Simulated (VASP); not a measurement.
Here is the system:

```
CELL_PARAMETERS angstrom
      0.00000     2.72069     2.72069
      2.72069     0.00000     2.72069
      2.72069     2.72069     0.00000
ATOMIC_POSITIONS crystal
  Ba 0.00000 0.00000 0.00000
  O  0.50000 0.50000 0.50000
```

Method: AM05 GGA, VASP's PBE PAW potentials (set 64) (plane waves; VASP). Run with 520 eV cut-off, 8×8×8 Γ-centred mesh, Gaussian smearing of 0.050 eV, potentials Ba_sv O.

Unless said otherwise, spin-orbit coupling is left out, though it shifts the bands of the heavy elements here.

Problem. Predict the energy per atom (σ→0), pressure, band gap (on the k-mesh) with the smallest direct gap where there is one.

Solution. 
| Item | Result |
|---|---|
| band gap (on the k-mesh) | 1.75 eV |
| smallest direct gap (on the k-mesh) | 1.75 eV |
| energy per atom (σ→0) | -5.947 eV/atom |
| pressure | 51.9 kbar |

The compound is BaO in the rock salt structure. This cell is one point of a volume scan, at 0.94 of the reference volume.
